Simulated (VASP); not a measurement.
# GeRu2C with LDA: from relaxation to properties, part 5 of 6

Wanted: the relaxed cell of GeRu2C and its properties. The cell is invented: it takes the structure of COD entry 1539492, ZrC (space group 225 there), with some of its atoms replaced by other elements, volume scaled by an estimate. It may not be a known or stable phase.

VASP 6.6.1, plane waves and PAW; the level of theory is named at each step.

So far. Step 7 (Core-level energies (LDA)): Atoms of one element give levels within 0.1 eV of each other. Step 8 (Band structure (TB-mBJ)): There is no gap at this level.

### 9. Field gradients at the nuclei (LDA)

This step: LDA; plane waves and PAW (Ru_pv, Ge_d, C); invented cell (VASP 6.6.1).

Field gradients probe how far the charge around each nucleus departs from cubic symmetry; LASPH keeps the non-spherical terms inside the spheres.

INCAR

```
SYSTEM = GeRu2C
PREC = Accurate
ENCUT = 520
EDIFF = 1E-07
NELM = 100
ISMEAR = 0
SIGMA = 0.05
LREAL = .FALSE.
ALGO = Normal
GGA = CA
NBANDS = 29
LORBIT = 11
LWAVE = .FALSE.
LCHARG = .FALSE.
KPAR = 2
LEFG = .TRUE.
LASPH = .TRUE.
```

POSCAR

```
GeRu2C
1.0
    1.4601751065      0.8430326957      6.3939829417
   -1.4601751065      0.8430326957      6.3939829417
    0.0000000000     -1.6860653913      6.3939829417
Ru Ge C
2 1 1
Direct
    0.7701896776      0.7701896776      0.7701896776
    0.2298103224      0.2298103224      0.2298103224
    0.0000000000      0.0000000000      0.0000000000
    0.5000000000      0.5000000000      0.5000000000
```

KPOINTS

```
Automatic mesh
0
Gamma
8 8 8
0 0 0
```

Potentials, in the order of the species: Ru_pv, Ge_d and C (LDA family, release 64).

Launch:

```console
$ mpirun -np 2 vasp_std
```

What it wrote:

```text
[... set-up lines as in an earlier step ...]
 entering main loop
       N       E                     dE             d eps       ncg     rms          rms(c)
DAV:   1     0.481356682156E+03    0.48136E+03   -0.25518E+04  4832   0.343E+03
DAV:   2     0.732325303224E+01   -0.47403E+03   -0.45744E+03  3838   0.775E+02
DAV:   3    -0.369875456709E+02   -0.44311E+02   -0.42378E+02  4148   0.157E+02
DAV:   4    -0.387818591199E+02   -0.17943E+01   -0.17800E+01  4351   0.332E+01
DAV:   5    -0.388380564986E+02   -0.56197E-01   -0.56168E-01  4703   0.584E+00    0.309E+01
DAV:   6    -0.366463276742E+02    0.21917E+01   -0.16800E+01  4507   0.287E+01    0.816E+00
DAV:   7    -0.361194044615E+02    0.52692E+00   -0.44503E+00  4188   0.173E+01    0.895E+00
DAV:   8    -0.360225086335E+02    0.96896E-01   -0.58814E-01  4194   0.529E+00    0.203E+00
DAV:   9    -0.360021246526E+02    0.20384E-01   -0.43458E-02  4329   0.180E+00    0.245E-01
DAV:  10    -0.360022419842E+02   -0.11733E-03   -0.10035E-02  4280   0.647E-01    0.176E-01
DAV:  11    -0.360022339820E+02    0.80022E-05   -0.80392E-04  4984   0.344E-01    0.839E-02
DAV:  12    -0.360021995395E+02    0.34443E-04   -0.12015E-04  4863   0.123E-01    0.171E-02
DAV:  13    -0.360021995266E+02    0.12921E-07   -0.17600E-05  4511   0.383E-02    0.648E-03
DAV:  14    -0.360021993031E+02    0.22354E-06   -0.15637E-06  4553   0.819E-03    0.134E-03
DAV:  15    -0.360021992832E+02    0.19811E-07   -0.13187E-07  2694   0.370E-03
ion   1
     0.0000000    -0.0000000     0.0000012    -1.0469862     0.0000000    -0.0000985
     0.0000541    -0.0000000     0.0000012    -1.0469862     0.0000000    -0.0000985
     0.0000746    -0.0000000     0.0000012    -1.0469862     0.0000000    -0.0000985
     0.0001027    -0.0000000     0.0000012    -1.0469861     0.0000000    -0.0000985
     0.0001414    -0.0000000     0.0000012    -1.0469860     0.0000000    -0.0000985

     0.0000000    -0.0000000     0.0000111     3.5707191     0.0000000    -0.0045621
     0.0000541    -0.0000000     0.0000111     3.5719958     0.0000000    -0.0045617
     0.0000746    -0.0000000     0.0000111     3.5728792     0.0000000    -0.0045614
     0.0001027    -0.0000000     0.0000111     3.5744119     0.0000000    -0.0045610
     0.0001414    -0.0000000     0.0000111     3.5770510     0.0000000    -0.0045603

ion   2
     0.0000000    -0.0000000     0.0000012    -1.0469862     0.0000000    -0.0000985
     0.0000541    -0.0000000     0.0000012    -1.0469862     0.0000000    -0.0000985
     0.0000746    -0.0000000     0.0000012    -1.0469862     0.0000000    -0.0000985
     0.0001027    -0.0000000     0.0000012    -1.0469861     0.0000000    -0.0000985
     0.0001414    -0.0000000     0.0000012    -1.0469860     0.0000000    -0.0000985

     0.0000000    -0.0000000     0.0000111     3.5707191     0.0000000    -0.0045621
     0.0000541    -0.0000000     0.0000111     3.5719958     0.0000000    -0.0045617
     0.0000746    -0.0000000     0.0000111     3.5728792     0.0000000    -0.0045614
     0.0001027    -0.0000000     0.0000111     3.5744119     0.0000000    -0.0045610
     0.0001414    -0.0000000     0.0000111     3.5770510     0.0000000    -0.0045603

ion   3
     0.0000000    -0.0000000    -0.0000000     0.5304289    -0.0000000    -0.0000753
     0.0000487    -0.0000000    -0.0000000     0.5304290    -0.0000000    -0.0000753
     0.0000636    -0.0000000    -0.0000000     0.5304290    -0.0000000    -0.0000753
     0.0000831    -0.0000000    -0.0000000     0.5304291    -0.0000000    -0.0000753
     0.0001085    -0.0000000    -0.0000000     0.5304292    -0.0000000    -0.0000753

     0.0000000    -0.0000000    -0.0000001   132.5953099    -0.0000000    -0.0013551
     0.0000487    -0.0000000    -0.0000001   132.5906196    -0.0000000    -0.0013551
     0.0000636    -0.0000000    -0.0000001   132.5884330    -0.0000000    -0.0013551
     0.0000831    -0.0000000    -0.0000001   132.5851403    -0.0000000    -0.0013551
     0.0001085    -0.0000000    -0.0000001   132.5802093    -0.0000000    -0.0013551

ion   4
     0.0000000     0.0000000     0.0000000    -0.0494007     0.0000000    -0.0000264
     0.0000266     0.0000000     0.0000000    -0.0494007     0.0000000    -0.0000264
     0.0000367     0.0000000     0.0000000    -0.0494007     0.0000000    -0.0000264
     0.0000505     0.0000000     0.0000000    -0.0494007     0.0000000    -0.0000264
     0.0000695     0.0000000     0.0000000    -0.0494007     0.0000000    -0.0000264

     0.0000000     0.0000000     0.0000000    -0.1254767     0.0000000    -0.0000432
     0.0000266     0.0000000     0.0000000    -0.1254767     0.0000000    -0.0000432
     0.0000367     0.0000000     0.0000000    -0.1254767     0.0000000    -0.0000432
     0.0000505     0.0000000     0.0000000    -0.1254766     0.0000000    -0.0000432
     0.0000695     0.0000000     0.0000000    -0.1254766     0.0000000    -0.0000432

   1 F= -.36002199E+02 E0= -.36000070E+02  d E =-.425916E-02
```

It took 3 min on 2 MPI ranks of Intel Xeon Platinum 8259CL at 2.50GHz (Skylake/Cascade Lake), shared host; peak memory 0.66 GiB; 6.1 min of CPU time.

From OUTCAR (step 9):

```text
   NELECT =      46.0000    total number of electrons

 E-fermi :  11.6867

 k-point     1 :       0.0000    0.0000    0.0000
  band No.  band energies     occupation
    ...
     20       8.9440      2.00000
     21       9.9463      2.00000
     22       9.9463      2.00000
     23      10.8066      2.00000
     24      10.8066      2.00000
     25      13.0913      0.00000
     26      15.5129      0.00000
     27      15.5129      0.00000
     28      17.0108      0.00000
     29      20.6260      0.00000

  Total        0.0040695      0.0040695     -0.0382097      0.0000000     -0.0000000      0.0000000
  in kB        0.1380639      0.1380640     -1.2963190      0.0000000     -0.0000000      0.0000000
  external PRESSURE =      -0.3400637 kB  Pullay stress =       0.0000000 kB

 POSITION                                       TOTAL-FORCE (eV/Angst)
 -----------------------------------------------------------------------------------
      0.00000      0.00000     14.77374         0.000000      0.000000      0.005091
      0.00000      0.00000      4.40821         0.000000     -0.000000     -0.005091
      0.00000      0.00000      0.00000        -0.000000      0.000000      0.000000
      0.00000      0.00000      9.59097         0.000000     -0.000000     -0.000000
 -----------------------------------------------------------------------------------
    total drift:                                0.000000      0.000000     -0.000000

  FREE ENERGIE OF THE ION-ELECTRON SYSTEM (eV)
  ---------------------------------------------------
  free  energy   TOTEN  =       -36.0021992832 eV

  energy  without entropy=      -35.9979401200  energy(sigma->0) =      -36.00006970

 Electric field gradients after diagonalization (V/A^2)
 (convention: |V_zz| > |V_xx| > |V_yy|)
----------------------------------------------------------------------
 ion       V_xx      V_yy      V_zz     asymmetry (V_yy - V_xx)/ V_zz
----------------------------------------------------------------------
   1       1.991     1.981    -3.971       0.002
   2       1.991     1.981    -3.971       0.002
   3      82.725    82.722  -165.447       0.000
   4       0.151     0.151    -0.302       0.000
----------------------------------------------------------------------

[... 9 parts as in an earlier step ...]

[... 8 further parts left out ...]
```

Numbers from this step:

```
SCF cycles   : 15
bands        : 29
Fermi energy : 11.69 eV
pressure     : -0.03401 GPa
```

Electric field gradients, by row:

| atom | Vxx (V/Å²) | Vyy (V/Å²) | Vzz (V/Å²) | asymmetry |
| --- | --- | --- | --- | --- |
| Ru1 | 1.991 | 1.981 | -3.971 | 0.002 |
| Ru2 | 1.991 | 1.981 | -3.971 | 0.002 |
| Ge3 | 82.72 | 82.72 | -165.4 | 0 |
| C4 | 0.151 | 0.151 | -0.302 | 0 |

The largest gradient, -165.45 V/Å², sits on Ge3; times the quadrupole moment of a nucleus that has one, it gives the coupling that NMR and NQR see.

### 10. Volume scan with LDA, volume scale 0.94

An equation of state needs energies on both sides of the minimum, all on one mesh and cutoff.

Changes to INCAR since step 9:

```diff
@@ -3,3 +3,3 @@
 ENCUT = 520
-EDIFF = 1E-07
+EDIFF = 1E-06
 NELM = 100
@@ -15,3 +15,2 @@
 KPAR = 2
-LEFG = .TRUE.
-LASPH = .TRUE.
+ISIF = 2
```

POSCAR

```
GeRu2C
1.0
    1.4303672506      0.8258231179      6.2634568691
   -1.4303672506      0.8258231179      6.2634568691
    0.0000000000     -1.6516462357      6.2634568691
Ru Ge C
2 1 1
Direct
    0.7701896776      0.7701896776      0.7701896776
    0.2298103224      0.2298103224      0.2298103224
    0.0000000000      0.0000000000      0.0000000000
    0.5000000000      0.5000000000      0.5000000000
```

KPOINTS is that of step 9.

Launch:

```console
$ mpirun -np 2 vasp_std
```

What it wrote:

```text
[... set-up lines as in an earlier step ...]
 entering main loop
       N       E                     dE             d eps       ncg     rms          rms(c)
DAV:   1     0.487054851093E+03    0.48705E+03   -0.25404E+04  4788   0.349E+03
DAV:   2     0.873748048746E+01   -0.47832E+03   -0.46233E+03  3856   0.769E+02
DAV:   3    -0.368861177907E+02   -0.45624E+02   -0.43738E+02  4212   0.161E+02
DAV:   4    -0.386990306739E+02   -0.18129E+01   -0.17958E+01  4296   0.335E+01
DAV:   5    -0.387555155340E+02   -0.56485E-01   -0.56464E-01  4779   0.585E+00    0.357E+01
DAV:   6    -0.363395315329E+02    0.24160E+01   -0.15779E+01  4480   0.287E+01    0.918E+00
DAV:   7    -0.359491999515E+02    0.39033E+00   -0.39945E+00  4219   0.172E+01    0.104E+01
DAV:   8    -0.358478198139E+02    0.10138E+00   -0.55995E-01  4241   0.542E+00    0.193E+00
DAV:   9    -0.358273393522E+02    0.20480E-01   -0.45030E-02  4333   0.193E+00    0.239E-01
DAV:  10    -0.358274702185E+02   -0.13087E-03   -0.10557E-02  4261   0.706E-01    0.178E-01
DAV:  11    -0.358274360138E+02    0.34205E-04   -0.80595E-04  4848   0.324E-01    0.807E-02
DAV:  12    -0.358274074302E+02    0.28584E-04   -0.13001E-04  4863   0.131E-01    0.190E-02
DAV:  13    -0.358274070437E+02    0.38658E-06   -0.15800E-05  4253   0.364E-02    0.641E-03
DAV:  14    -0.358274069495E+02    0.94155E-07   -0.14036E-06  2939   0.953E-03
   1 F= -.35827407E+02 E0= -.35825391E+02  d E =-.403284E-02
```

Wall time 2.4 min (2 MPI ranks); peak memory 0.61 GiB; 4.7 min of CPU time.

Parts of OUTCAR (step 10):

```text
   ENCUT  =  520.0 eV  38.22 Ry    6.18 a.u.  12.04 12.04 12.04*2*pi/ulx,y,z

   NELECT =      46.0000    total number of electrons

 E-fermi :  12.7556

 k-point     1 :       0.0000    0.0000    0.0000
  band No.  band energies     occupation
    ...
     20       9.7373      2.00000
     21      10.8535      2.00000
     22      10.8535      2.00000
     23      11.7920      2.00000
     24      11.7920      2.00000
     25      14.1881      0.00000
     26      16.7477      0.00000
     27      16.7477      0.00000
     28      18.3637      0.00000
     29      22.2946      0.00000

  Total        5.5184345      5.5184372      6.1730579      0.0000000      0.0000000      0.0000000
  in kB      199.1711990    199.1712958    222.7978501      0.0000000      0.0000000      0.0000000
  external PRESSURE =     207.0467816 kB  Pullay stress =       0.0000000 kB

 POSITION                                       TOTAL-FORCE (eV/Angst)
 -----------------------------------------------------------------------------------
      0.00000      0.00000     14.47215         0.000000     -0.000000     -0.675135
      0.00000      0.00000      4.31822         0.000000      0.000000      0.675135
      0.00000      0.00000      0.00000         0.000000      0.000000      0.000000
      0.00000      0.00000      9.39519         0.000000      0.000000      0.000000
 -----------------------------------------------------------------------------------
    total drift:                                0.000000      0.000000     -0.000000

  FREE ENERGIE OF THE ION-ELECTRON SYSTEM (eV)
  ---------------------------------------------------
  free  energy   TOTEN  =       -35.8274069495 eV

  energy  without entropy=      -35.8233741085  energy(sigma->0) =      -35.82539053

[... 2 parts as in an earlier step ...]

[... 14 further parts left out ...]
```

The scan keeps the cell's shape and the fractional positions fixed.

This step gave:

* SCF cycles: 14
* free energy (TOTEN): -35.83 eV
* energy at zero smearing: -35.83 eV
* Fermi energy: 12.76 eV
* pressure: 20.70 GPa

Force by atom:

| atom | x (eV/Å) | y (eV/Å) | z (eV/Å) | size |
| --- | --- | --- | --- | --- |
| Ru1 | 0.000 | 0.000 | -0.675 | 0.675 |
| Ru2 | 0.000 | 0.000 | 0.675 | 0.675 |
| Ge3 | 0.000 | 0.000 | 0.000 | 0.000 |
| C4 | 0.000 | 0.000 | 0.000 | 0.000 |

The pressure here is 20.70 GPa.

### 11. Volume scan with LDA, volume scale 0.96

INCAR is that of step 10.

POSCAR

```
GeRu2C
1.0
    1.4404405913      0.8316389653      6.3075671736
   -1.4404405913      0.8316389653      6.3075671736
    0.0000000000     -1.6632779305      6.3075671736
Ru Ge C
2 1 1
Direct
    0.7701896776      0.7701896776      0.7701896776
    0.2298103224      0.2298103224      0.2298103224
    0.0000000000      0.0000000000      0.0000000000
    0.5000000000      0.5000000000      0.5000000000
```

KPOINTS is that of step 10.

Launch:

```console
$ mpirun -np 2 vasp_std
```

What it wrote:

```text
[... set-up lines as in an earlier step ...]
 entering main loop
       N       E                     dE             d eps       ncg     rms          rms(c)
DAV:   1     0.488788141382E+03    0.48879E+03   -0.25547E+04  4715   0.345E+03
DAV:   2     0.843930760655E+01   -0.48035E+03   -0.46422E+03  3873   0.763E+02
DAV:   3    -0.369106833487E+02   -0.45350E+02   -0.43383E+02  4160   0.160E+02
DAV:   4    -0.387687562258E+02   -0.18581E+01   -0.18412E+01  4313   0.337E+01
DAV:   5    -0.388230225111E+02   -0.54266E-01   -0.54242E-01  4710   0.574E+00    0.340E+01
DAV:   6    -0.364840740565E+02    0.23389E+01   -0.16150E+01  4492   0.287E+01    0.877E+00
DAV:   7    -0.360486834827E+02    0.43539E+00   -0.41514E+00  4210   0.172E+01    0.990E+00
DAV:   8    -0.359474092039E+02    0.10127E+00   -0.57588E-01  4214   0.541E+00    0.197E+00
DAV:   9    -0.359269872485E+02    0.20422E-01   -0.44647E-02  4304   0.188E+00    0.236E-01
DAV:  10    -0.359271383535E+02   -0.15110E-03   -0.10358E-02  4279   0.684E-01    0.174E-01
DAV:  11    -0.359271184371E+02    0.19916E-04   -0.80358E-04  4919   0.331E-01    0.810E-02
DAV:  12    -0.359270881613E+02    0.30276E-04   -0.12590E-04  4870   0.129E-01    0.182E-02
DAV:  13    -0.359270879385E+02    0.22283E-06   -0.16142E-05  4398   0.365E-02    0.633E-03
DAV:  14    -0.359270878087E+02    0.12975E-06   -0.13677E-06  2806   0.878E-03
   1 F= -.35927088E+02 E0= -.35925034E+02  d E =-.410813E-02
```

Run time: 3 min. Hardware: 2 MPI ranks; peak memory 0.65 GiB.

Parts of OUTCAR (step 11):

```text
   ENCUT  =  520.0 eV  38.22 Ry    6.18 a.u.  12.13 12.13 12.13*2*pi/ulx,y,z

   NELECT =      46.0000    total number of electrons

 E-fermi :  12.3854

 k-point     1 :       0.0000    0.0000    0.0000
  band No.  band energies     occupation
    ...
     20       9.4634      2.00000
     21      10.5396      2.00000
     22      10.5396      2.00000
     23      11.4510      2.00000
     24      11.4510      2.00000
     25      13.8090      0.00000
     26      16.3209      0.00000
     27      16.3210      0.00000
     28      17.8993      0.00000
     29      21.7161      0.00000

  Total        3.5455719      3.5455737      3.9497838      0.0000000      0.0000000      0.0000000
  in kB      125.3007207    125.3007816    139.5855919      0.0000000      0.0000000      0.0000000
  external PRESSURE =     130.0623647 kB  Pullay stress =       0.0000000 kB

 POSITION                                       TOTAL-FORCE (eV/Angst)
 -----------------------------------------------------------------------------------
      0.00000      0.00000     14.57407        -0.000000     -0.000000     -0.431375
      0.00000      0.00000      4.34863        -0.000000      0.000000      0.431375
      0.00000      0.00000      0.00000         0.000000      0.000000     -0.000000
      0.00000      0.00000      9.46135        -0.000000      0.000000     -0.000000
 -----------------------------------------------------------------------------------
    total drift:                                0.000000      0.000000     -0.000000

  FREE ENERGIE OF THE ION-ELECTRON SYSTEM (eV)
  ---------------------------------------------------
  free  energy   TOTEN  =       -35.9270878087 eV

  energy  without entropy=      -35.9229796747  energy(sigma->0) =      -35.92503374

[... 3 parts as in an earlier step ...]

[... 13 further parts left out ...]
```

This step gave:

```
free energy (TOTEN)     : -35.93 eV
energy at zero smearing : -35.93 eV
Fermi energy            : 12.39 eV
pressure                : 13.01 GPa
```

Force by atom:

| atom | x (eV/Å) | y (eV/Å) | z (eV/Å) | size |
| --- | --- | --- | --- | --- |
| Ru1 | 0.000 | 0.000 | -0.431 | 0.431 |
| Ru2 | 0.000 | 0.000 | 0.431 | 0.431 |
| Ge3 | 0.000 | 0.000 | 0.000 | 0.000 |
| C4 | 0.000 | 0.000 | 0.000 | 0.000 |

The pressure falls from 20.70 to 13.01 GPa.

The run ends at a pressure of 13.01 GPa, with forces up to 0.43 eV/Å.

### 12. Volume scan with LDA, volume scale 0.98

INCAR is that of step 11.

POSCAR

```
GeRu2C
1.0
    1.4503749783      0.8373745877      6.3510690115
   -1.4503749783      0.8373745877      6.3510690115
    0.0000000000     -1.6747491752      6.3510690115
Ru Ge C
2 1 1
Direct
    0.7701896776      0.7701896776      0.7701896776
    0.2298103224      0.2298103224      0.2298103224
    0.0000000000      0.0000000000      0.0000000000
    0.5000000000      0.5000000000      0.5000000000
```

KPOINTS is that of step 11.

Launch:

```console
$ mpirun -np 2 vasp_std
```

What it wrote:

```text
[... set-up lines as in an earlier step ...]
 entering main loop
       N       E                     dE             d eps       ncg     rms          rms(c)
DAV:   1     0.487184510940E+03    0.48718E+03   -0.25427E+04  4785   0.344E+03
DAV:   2     0.887309559631E+01   -0.47831E+03   -0.46195E+03  3843   0.775E+02
DAV:   3    -0.369322046676E+02   -0.45805E+02   -0.43867E+02  4212   0.161E+02
DAV:   4    -0.387928886564E+02   -0.18607E+01   -0.18453E+01  4333   0.336E+01
[...]
DAV:  12    -0.359838427645E+02    0.32046E-04   -0.12152E-04  4932   0.124E-01    0.174E-02
DAV:  13    -0.359838425915E+02    0.17302E-06   -0.16317E-05  4442   0.374E-02    0.625E-03
DAV:  14    -0.359838424175E+02    0.17395E-06   -0.13494E-06  2916   0.822E-03
   1 F= -.35983842E+02 E0= -.35981751E+02  d E =-.418226E-02
```

The job ended after 2.9 min (2 MPI ranks; peak memory 0.66 GiB).

OUTCAR, selected parts (step 12):

```text
  Total        1.7124569      1.7124577      1.8841204      0.0000000      0.0000000      0.0000000
  in kB       59.2832580     59.2832868     65.2260510      0.0000000      0.0000000      0.0000000
  external PRESSURE =      61.2641986 kB  Pullay stress =       0.0000000 kB

 POSITION                                       TOTAL-FORCE (eV/Angst)
 -----------------------------------------------------------------------------------
      0.00000      0.00000     14.67458         0.000000     -0.000000     -0.205223
      0.00000      0.00000      4.37862         0.000000      0.000000      0.205223
      0.00000      0.00000      0.00000         0.000000      0.000000     -0.000000
      0.00000      0.00000      9.52660         0.000000      0.000000      0.000000
 -----------------------------------------------------------------------------------
    total drift:                               -0.000000      0.000000     -0.000000

  FREE ENERGIE OF THE ION-ELECTRON SYSTEM (eV)
  ---------------------------------------------------
  free  energy   TOTEN  =       -35.9838424175 eV

  energy  without entropy=      -35.9796601609  energy(sigma->0) =      -35.98175129

[... 1 part as in an earlier step ...]

[... 2 further parts left out ...]
[key lines of the parts left out:]
E-fermi :  12.0294
```

The pressure falls from 13.01 to 6.13 GPa.

The run ends at a pressure of 6.13 GPa, with forces up to 0.21 eV/Å.

(Part 5 of 6 ends here.)

[Lines on the potential files, build, host, timing and source positions are cut from VASP's logs without a mark.]

[Logs are printed without paths, hosts, clocks, repeated set-up lines and the standing remarks that a program may print on its own settings, such as how far it seeks lower states.]

[Hosts, paths, dates, database ids (printed as entryN), source tags and the programs' standing remarks are cut or masked in the printed files.]

[A measured line is paired with the nearest computed mode of its activity, which favours agreement.]

[In band tables of VASP the shares of atoms and orbitals are scaled to a sum of 1 inside the atoms' spheres.]
